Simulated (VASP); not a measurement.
Consider the following.

```yaml
crystal:
  lattice:
    - [4.23395, 0.00000, 0.00000]
    - [0.00000, 4.23395, 0.00000]
    - [0.00000, 0.00000, 4.23395]
  atoms:
    - { symbol: Cu, position: [0.75000, 0.25000, 0.75000] }
    - { symbol: Cu, position: [0.25000, 0.75000, 0.75000] }
    - { symbol: Cu, position: [0.75000, 0.75000, 0.25000] }
    - { symbol: Cu, position: [0.25000, 0.25000, 0.25000] }
    - { symbol: O, position: [0.00000, 0.00000, 0.00000] }
    - { symbol: O, position: [0.50000, 0.50000, 0.50000] }
```

All values below come from PBEsol GGA, VASP's PBE PAW potentials (set 64) (plane waves; VASP). Run with 520 eV cut-off, 5×5×5 Γ-centred mesh, Gaussian smearing of 0.050 eV, potentials Cu O.

Task: Predict the energy per atom (σ→0), band gap (on the k-mesh) with the smallest direct gap where there is one.

Result: 
| Property | Result |
|---|---|
| band gap (on the k-mesh) | 0.55 eV |
| smallest direct gap (on the k-mesh) | 0.55 eV |
| energy per atom (σ→0) | -4.994 eV/atom |

The absolute energy has meaning only against runs of the same code, potentials and settings.

The compound is Cu2O in the cuprite structure. It was relaxed first. The start is the result of an earlier pass.
